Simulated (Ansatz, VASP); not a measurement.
# H54C16S8O11 in two plane-wave programs, part 3 of 3

Wanted: the spread between two codes on one cell, functional and k mesh. Of the first pair: The cell is taken from a series of runs on this material, whose earlier steps may have relaxed, scaled, displaced or heated it; both programs get it as it stands.

VASP 6.6.1 and Ansatz 0.2.0.

So far. Step 5 (VASP: single point, PBE with D4, pair 2): The run ends at a pressure of -0.59 GPa, with forces up to 0.15 eV/Å.

### 8. Ansatz: relaxation, PBE with D4

Level of this step: Ansatz beside VASP: Kohn-Sham DFT, plane waves, PBE with D4 (Ansatz).

The two programs are compared at the cell with which this relaxation starts, whose forces are those of its first step.

The structure compared here is the start of the Ansatz relaxation; VASP solves that cell, so the two are compared at the walk's first step.

input.yaml reads:

```yaml
crystal:
  lattice:
    - [10.1107, 0.0, 0.0]
    - [0.0, 10.1107, 0.0]
    - [0.0, 0.0, 10.1107]
  atoms:
    - { symbol: C, position: [0.46122, 0.15246, 0.61303] }
    - { symbol: S, position: [0.38061, 0.31713, 0.60158] }
    - { symbol: C, position: [0.23969, 0.25899, 0.50904] }
    - { symbol: O, position: [0.33383, 0.34204, 0.7351] }
    - { symbol: H, position: [0.47171, 0.12092, 0.50628] }
    - { symbol: H, position: [0.38734, 0.08965, 0.67101] }
    - { symbol: H, position: [0.56437, 0.15655, 0.65803] }
    - { symbol: H, position: [0.17936, 0.34262, 0.47994] }
    - { symbol: H, position: [0.17134, 0.19459, 0.56898] }
    - { symbol: H, position: [0.265, 0.20014, 0.42036] }
    - { symbol: C, position: [0.10293, 0.44634, 0.95534] }
    - { symbol: S, position: [0.21344, 0.48498, 0.09018] }
    - { symbol: C, position: [0.12686, 0.6397, 0.1333] }
    - { symbol: O, position: [0.18747, 0.37832, 0.19314] }
    - { symbol: H, position: [0.11343, 0.3434, 0.92176] }
    - { symbol: H, position: [0.131, 0.50729, 0.87106] }
    - { symbol: H, position: [0.00119, 0.46638, 0.99394] }
    - { symbol: H, position: [0.19237, 0.6862, 0.19921] }
    - { symbol: H, position: [0.02913, 0.6062, 0.18585] }
    - { symbol: H, position: [0.11814, 0.69653, 0.03898] }
    - { symbol: C, position: [0.26891, 0.00216, 0.20208] }
    - { symbol: S, position: [0.35217, 0.96323, 0.04968] }
    - { symbol: C, position: [0.36724, 0.13811, 0.996] }
    - { symbol: O, position: [0.48557, 0.9113, 0.08299] }
    - { symbol: H, position: [0.21327, 0.91653, 0.2382] }
    - { symbol: H, position: [0.20635, 0.09191, 0.19422] }
    - { symbol: H, position: [0.34732, 0.01794, 0.27287] }
    - { symbol: H, position: [0.4346, 0.13982, 0.91385] }
    - { symbol: H, position: [0.39491, 0.21294, 0.07525] }
    - { symbol: H, position: [0.2685, 0.16669, 0.9645] }
    - { symbol: C, position: [0.12619, 0.69455, 0.64194] }
    - { symbol: S, position: [0.01736, 0.67469, 0.5061] }
    - { symbol: C, position: [0.94556, 0.53132, 0.574] }
    - { symbol: O, position: [0.91996, 0.7869, 0.52384] }
    - { symbol: H, position: [0.17098, 0.78862, 0.63369] }
    - { symbol: H, position: [0.20374, 0.61749, 0.63367] }
    - { symbol: H, position: [0.07406, 0.68554, 0.73751] }
    - { symbol: H, position: [0.02129, 0.45994, 0.58325] }
    - { symbol: H, position: [0.86675, 0.50478, 0.49443] }
    - { symbol: H, position: [0.90274, 0.55545, 0.67484] }
    - { symbol: C, position: [0.62339, 0.19251, 0.22806] }
    - { symbol: S, position: [0.72842, 0.2291, 0.37601] }
    - { symbol: C, position: [0.86322, 0.31113, 0.29023] }
    - { symbol: O, position: [0.66145, 0.33605, 0.4576] }
    - { symbol: H, position: [0.59705, 0.28625, 0.18174] }
    - { symbol: H, position: [0.5386, 0.13304, 0.26249] }
    - { symbol: H, position: [0.67698, 0.13181, 0.15114] }
    - { symbol: H, position: [0.92591, 0.34234, 0.37043] }
    - { symbol: H, position: [0.82525, 0.40235, 0.25034] }
    - { symbol: H, position: [0.92452, 0.2564, 0.22309] }
    - { symbol: C, position: [0.57272, 0.3893, 0.89247] }
    - { symbol: S, position: [0.66035, 0.54454, 0.88504] }
    - { symbol: C, position: [0.51332, 0.64303, 0.83405] }
    - { symbol: O, position: [0.69742, 0.56356, 0.0311] }
    - { symbol: H, position: [0.47911, 0.39855, 0.93956] }
    - { symbol: H, position: [0.64128, 0.3238, 0.95101] }
    - { symbol: H, position: [0.56219, 0.35626, 0.78978] }
    - { symbol: H, position: [0.54415, 0.74327, 0.80327] }
    - { symbol: H, position: [0.44161, 0.64511, 0.91169] }
    - { symbol: H, position: [0.46238, 0.59077, 0.74642] }
    - { symbol: C, position: [0.80824, 0.92563, 0.78845] }
    - { symbol: S, position: [0.96195, 0.00364, 0.79829] }
    - { symbol: C, position: [0.88792, 0.14334, 0.71694] }
    - { symbol: O, position: [0.97574, 0.03858, 0.94206] }
    - { symbol: H, position: [0.76882, 0.93103, 0.68403] }
    - { symbol: H, position: [0.73669, 0.9726, 0.85452] }
    - { symbol: H, position: [0.82347, 0.82809, 0.81176] }
    - { symbol: H, position: [0.8757, 0.12171, 0.61481] }
    - { symbol: H, position: [0.9643, 0.21795, 0.71422] }
    - { symbol: H, position: [0.79656, 0.17943, 0.75956] }
    - { symbol: C, position: [0.48957, 0.6163, 0.28275] }
    - { symbol: S, position: [0.50411, 0.66928, 0.45346] }
    - { symbol: C, position: [0.63604, 0.78768, 0.43959] }
    - { symbol: O, position: [0.38922, 0.75356, 0.48952] }
    - { symbol: H, position: [0.55351, 0.52108, 0.2691] }
    - { symbol: H, position: [0.51266, 0.70036, 0.21798] }
    - { symbol: H, position: [0.3902, 0.57486, 0.2691] }
    - { symbol: H, position: [0.61163, 0.86922, 0.374] }
    - { symbol: H, position: [0.72356, 0.73548, 0.40195] }
    - { symbol: H, position: [0.65212, 0.82689, 0.54666] }
    - { symbol: O, position: [0.95468, 0.8999, 0.16261] }
    - { symbol: H, position: [0.85944, 0.87551, 0.1518] }
    - { symbol: H, position: [0.98474, 0.95123, 0.0836] }
    - { symbol: O, position: [0.99803, 0.01556, 0.4123] }
    - { symbol: H, position: [0.97212, 0.98671, 0.32131] }
    - { symbol: H, position: [0.97033, 0.94684, 0.47781] }
    - { symbol: O, position: [0.71627, 0.80889, 0.12089] }
    - { symbol: H, position: [0.63339, 0.85904, 0.10094] }
    - { symbol: H, position: [0.7003, 0.71219, 0.1076] }
kpoints:
  mp_grid: { grid: [1, 1, 1] }
hamiltonian:
  xc: pbe
  dispersion: d4
scf:
  occupations: { method: fixed }
output:
  forces: true
relax:
  f_tol: 0.03
  max_steps: 200
```

On the command line:

```console
$ ansatz run input.yaml --threads 4 --pin off --max-ram 8192MiB --backend cpu --events-out ev --progress --plain --runs-dir out
```

Numbers of over 12 decimals in the logs are rounded to 6 here.

Log:

```text
[...]
Crystal: 89 atoms, lattice volume = 1033.579 Å³
Basis set: ecut = 420 eV, 20197 PW (Γ), exchange–correlation on 144×144×144 points (8 copies of the dense FFT grid, shifted against one another)
Bands: 205, of which v1, the nominal top of the filled ones, is band 116 counted from 1 (115 counted from 0)
Symmetry: 1 space group operations
[...]
k-points: 1
[...]
- { symbol: S, position: [0.489281, 0.696638, 0.479950] }
    - { symbol: C, position: [0.627060, 0.810333, 0.469418] }
    - { symbol: O, position: [0.368650, 0.768090, 0.426395] }
[...]
- { symbol: O, position: [0.958787, 0.903262, 0.146173] }
[...]
- { symbol: O, position: [1.018474, -0.014456, 0.402911] }
    - { symbol: H, position: [0.995200, 0.960442, 0.311162] }
    - { symbol: H, position: [1.002108, 0.903512, 0.452504] }
    - { symbol: O, position: [0.699045, 0.822935, 0.138035] }
    - { symbol: H, position: [0.634177, 0.880792, 0.093259] }
    - { symbol: H, position: [0.697656, 0.737633, 0.090548] }
```

### 9. VASP: single point, PBE with D4, start cell, pair 3

The same cell, functional and mesh now go to VASP, with its own data sets.

INCAR reads:

```
SYSTEM = H54C16S8O11
PREC = Accurate
ENCUT = 520
EDIFF = 1E-06
NELM = 120
ISMEAR = 0
SIGMA = 0.01
LREAL = Auto
ALGO = Normal
GGA = PE
IVDW = 13
NBANDS = 184
LORBIT = 11
LWAVE = .FALSE.
LCHARG = .FALSE.
ISIF = 2
LASPH = .TRUE.
GGA_COMPAT = .FALSE.
EFERMI = MIDGAP
NCORE = 2
```

POSCAR reads:

```
H54C16S8O11
1.0
   10.1107000000      0.0000000000      0.0000000000
    0.0000000000     10.1107000000      0.0000000000
    0.0000000000      0.0000000000     10.1107000000
C S O H
16 8 11 54
Direct
    0.4612242476      0.1524622430      0.6130337168
    0.2396866686      0.2589929481      0.5090448733
    0.1029305587      0.4463390270      0.9553443382
    0.1268557073      0.6396985372      0.1333043212
    0.2689131316      0.0021561316      0.2020829418
    0.3672446023      0.1381111100      0.9960042331
    0.1261930430      0.6945513169      0.6419436834
    0.9455626218      0.5313183063      0.5739958658
    0.6233890829      0.1925089262      0.2280554264
    0.8632241091      0.3111258370      0.2902271851
    0.5727199897      0.3893004441      0.8924703532
    0.5133175745      0.6430316397      0.8340470986
    0.8082427527      0.9256332400      0.7884518382
    0.8879207177      0.1433431909      0.7169434362
    0.4895704551      0.6162975857      0.2827499580
    0.6360390477      0.7876803782      0.4395936978
    0.3806066840      0.3171293778      0.6015805038
    0.2134372496      0.4849812575      0.0901816887
    0.3521714619      0.9632270763      0.0496800419
    0.0173578486      0.6746911688      0.5060975007
    0.7284164301      0.2291038207      0.3760075959
    0.6603499263      0.5445419209      0.8850425787
    0.9619512002      0.0036397084      0.7982928976
    0.5041095077      0.6692810587      0.4534601956
    0.3338344526      0.3420435776      0.7351024163
    0.1874746556      0.3783219757      0.1931419190
    0.4855746882      0.9113018881      0.0829912865
    0.9199560861      0.7868990278      0.5238410793
    0.6614477732      0.3360499273      0.4576043202
    0.6974195654      0.5635613756      0.0310957698
    0.9757385740      0.0385828874      0.9420613805
    0.3892213200      0.7535581117      0.4895210025
    0.9546816739      0.8998981277      0.1626099083
    0.9980317881      0.0155577754      0.4122958846
    0.7162708813      0.8088856360      0.1208917286
    0.4717081903      0.1209214001      0.5062755299
    0.3873421227      0.0896476011      0.6710118983
    0.5643723976      0.1565470244      0.6580256560
    0.1793644357      0.3426172273      0.4799370963
    0.1713432304      0.1945859337      0.5689813762
    0.2649964889      0.2001444015      0.4203566519
    0.1134342825      0.3433985777      0.9217561593
    0.1309998319      0.5072942526      0.8710573946
    0.0011868614      0.4663772043      0.9939371161
    0.1923704590      0.6862037248      0.1992146933
    0.0291275579      0.6061993729      0.1858526116
    0.1181421662      0.6965294193      0.0389785079
    0.2132691109      0.9165339690      0.2382030918
    0.2063457525      0.0919125283      0.1942199848
    0.3473152205      0.0179413888      0.2728693364
    0.4345989892      0.1398221686      0.9138536402
    0.3949083644      0.2129427240      0.0752470155
    0.2684977301      0.1666946898      0.9645029523
    0.1709772815      0.7886199769      0.6336851059
    0.2037445479      0.6174943377      0.6336653249
    0.0740601541      0.6855410605      0.7375058107
    0.0212942724      0.4599384810      0.5832533850
    0.8667451314      0.5047820626      0.4944266965
    0.9027367047      0.5554511557      0.6748395264
    0.5970506493      0.2862511992      0.1817381586
    0.5385977232      0.1330372773      0.2624941893
    0.6769758770      0.1318108538      0.1511369144
    0.9259101744      0.3423402930      0.3704293471
    0.8252544334      0.4023460295      0.2503387500
    0.9245156122      0.2564016339      0.2230903894
    0.4791062933      0.3985480728      0.9395590810
    0.6412810191      0.3237955829      0.9510122939
    0.5621865944      0.3562562434      0.7897771668
    0.5441463005      0.7432719792      0.8032678252
    0.4416113622      0.6451086473      0.9116876181
    0.4623814375      0.5907701742      0.7464171620
    0.7688191718      0.9310334596      0.6840278121
    0.7366947887      0.9726032817      0.8545204585
    0.8234741413      0.8280930104      0.8117637750
    0.8756960448      0.1217126411      0.6148140089
    0.9642952516      0.2179473231      0.7142235454
    0.7965620580      0.1794336693      0.7595616525
    0.5535126153      0.5210816264      0.2691010514
    0.5126648007      0.7003570475      0.2179769947
    0.3902004807      0.5748563403      0.2691010514
    0.6116292640      0.8692177594      0.3739998220
    0.7235601887      0.7354782557      0.4019504090
    0.6521210203      0.8268863679      0.5466584905
    0.8594360430      0.8755081251      0.1517995787
    0.9847389399      0.9512298852      0.0836044982
    0.9721186466      0.9867071518      0.3213130644
    0.9703284639      0.9468384978      0.4778106363
    0.6333883905      0.8590404225      0.1009425658
    0.7002977044      0.7121860999      0.1075988804
```

KPOINTS reads:

```
Automatic mesh
0
Gamma
1 1 1
0 0 0
```

The projector-augmented-wave data sets are C, S, O and H (PBE family, release 64).

On the command line:

```console
$ mpirun -np 8 vasp_gam
```

Log:

```text
[... set-up lines as in an earlier step ...]
 entering main loop
       N       E                     dE             d eps       ncg     rms          rms(c)
DAV:   1     0.170905379442E+04    0.17091E+04   -0.11570E+05   368   0.115E+03
DAV:   2    -0.282642506610E+03   -0.19917E+04   -0.18913E+04   480   0.263E+02
DAV:   3    -0.493685093246E+03   -0.21104E+03   -0.20890E+03   456   0.889E+01
DAV:   4    -0.498706632670E+03   -0.50215E+01   -0.49961E+01   456   0.155E+01
[...]
DAV:  17    -0.445241872760E+03    0.82109E-05   -0.20332E-05   448   0.160E-02    0.104E-02
DAV:  18    -0.445241870550E+03    0.22095E-05   -0.92136E-06   472   0.118E-02    0.410E-03
DAV:  19    -0.445241871308E+03   -0.75803E-06   -0.62687E-06   456   0.610E-03
   1 F= -.44959573E+03 E0= -.44959573E+03  d E =0.000000E+00
```

OUTCAR, selected parts (step 9):

```text
  FREE ENERGIE OF THE ION-ELECTRON SYSTEM (eV)
  ---------------------------------------------------
  free  energy   TOTEN  =      -449.5957334006 eV

  energy  without entropy=     -449.5957334006  energy(sigma->0) =     -449.59573340

[... 1 part as in an earlier step ...]
```

The run ends at a pressure of -0.07 GPa, with forces up to 3.1 eV/Å.

### 10. Comparison

What differs besides the data sets and the points named for the pairs above, as far as they apply: the cutoff is 420 eV in Ansatz and 520 eV in VASP (PREC = Accurate, projectors in real space). Total energies have different zeros and are not compared.

Forces on 8 of the 89 atoms, those with the largest forces and the largest differences (eV/Å; atoms numbered as in POSCAR):

```
atom          Ansatz x, y, z            VASP x, y, z
  C4  -1.685, -1.850, -0.466  -1.662, -1.884, -0.472
  C8   -3.054, 0.432, -0.664   -3.023, 0.493, -0.693
 C13   -1.705, 0.749, -1.791   -1.630, 0.779, -1.785
 S17   1.229, -1.270, -2.421   1.104, -1.272, -2.159
 S19   -1.311, 1.335, -0.717   -1.125, 1.307, -0.626
 O25    -1.378, 1.026, 2.864    -1.276, 0.979, 2.584
 H46    1.517, 0.941, -1.126    1.503, 0.931, -1.121
 H74    0.005, -2.736, 0.795    0.006, -2.743, 0.796
```

The forces differ by 47 meV/Å r.m.s., which is 6.5 % of the r.m.s. force of 0.725 eV/Å (both taken over all components).

### 11. Summary of results

| Property | Result |
| --- | --- |
| r.m.s. force difference (single point, PBE with D4, pair 1) | 6.7 % of the r.m.s. force |
| r.m.s. force difference (single point, PBE with D4, pair 2) | 38 meV/Å |
| r.m.s. force difference (single point, PBE with D4, start cell, pair 3) | 6.5 % of the r.m.s. force |

In words: The r.m.s. force difference is 38 meV/Å (single point, PBE with D4, pair 2), beyond the 12 meV/Å picked in this series as the mark of a large difference. What causes the difference of the single point, PBE with D4, pair 1 pair stays open here. What causes the difference of the single point, PBE with D4, pair 2 pair stays open here. What causes the difference of the single point, PBE with D4, start cell, pair 3 pair stays open here. 1 further run of this series is not shown here. Such differences can come from data sets, numerical settings and the points named under the comparisons, not from the functional's error against experiment.

[Lines on the potential files, build, host, timing and source positions are cut from VASP's logs without a mark.]

[Logs are printed without paths, hosts, clocks, repeated set-up lines and the standing remarks that a program may print on its own settings, such as how far it seeks lower states.]

[Hosts, paths, dates, database ids (printed as entryN), source tags and the programs' standing remarks are cut or masked in the printed files.]
